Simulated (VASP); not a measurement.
Computed with LDA (Ceperley-Alder, Perdew-Zunger), VASP's LDA PAW potentials (set 64) (plane waves; VASP).

The input files of a VASP run:

POSCAR:
```
MgSe
5.460
  0.0000000000   0.5000000000   0.5000000000
  0.5000000000   0.0000000000   0.5000000000
  0.5000000000   0.5000000000   0.0000000000
Mg Se
1 1
Direct
  0.0000000000   0.0000000000   0.0000000000
  0.5000000000   0.5000000000   0.5000000000
```

INCAR:
```
ALGO = Normal
EDIFF = 1E-6
ENCUT = 300
ISIF = 2
ISMEAR = -1
LASPH = .TRUE.
LCHARG = .FALSE.
LMAXMIX = 4
LREAL = .FALSE.
LWAVE = .FALSE.
NELM = 100
PREC = Accurate
SIGMA = 0.01
SYSTEM = MgSe
```

**KPOINTS**
```
kpoints
0
Gamma
 8 8 8
0 0 0
```

POTCAR, in this order: Mg Se (LDA.64 set). Program: vasp_std.

Q: Predict the energy per atom (σ→0), pressure, band gap (on the k-mesh).

A: 
The energy per atom (σ→0) comes out as -4.293 eV/atom, the band gap (on the k-mesh) is 1.64 eV and the pressure is -2.74 GPa.

OSZICAR:
```
...
DAV:   5    -0.892873254227E+01   -0.80151E-06   -0.80151E-06   576   0.210E-02    0.307E+00
DAV:   6    -0.864039775209E+01    0.28833E+00   -0.62742E-01   520   0.359E+00    0.192E+00
DAV:   7    -0.858965178864E+01    0.50746E-01   -0.21894E-01   600   0.220E+00    0.944E-01
DAV:   8    -0.858587031703E+01    0.37815E-02   -0.86354E-03   536   0.603E-01    0.216E-01
DAV:   9    -0.858579451495E+01    0.75802E-04   -0.20515E-04   576   0.862E-02    0.125E-01
DAV:  10    -0.858578062807E+01    0.13887E-04   -0.98547E-05   576   0.491E-02    0.230E-02
DAV:  11    -0.858578028599E+01    0.34208E-06   -0.15135E-06   440   0.865E-03
   1 F= -.85857803E+01 E0= -.85857803E+01  d E =-.250745E-12
```

The structure is a typed MgSe crystal (Fm-3m). The cell was not relaxed at this level. The run is one of a series of settings (GGA removed, POTCAR Mg Se (LDA.64 set) against the base run), some of them coarse on purpose.
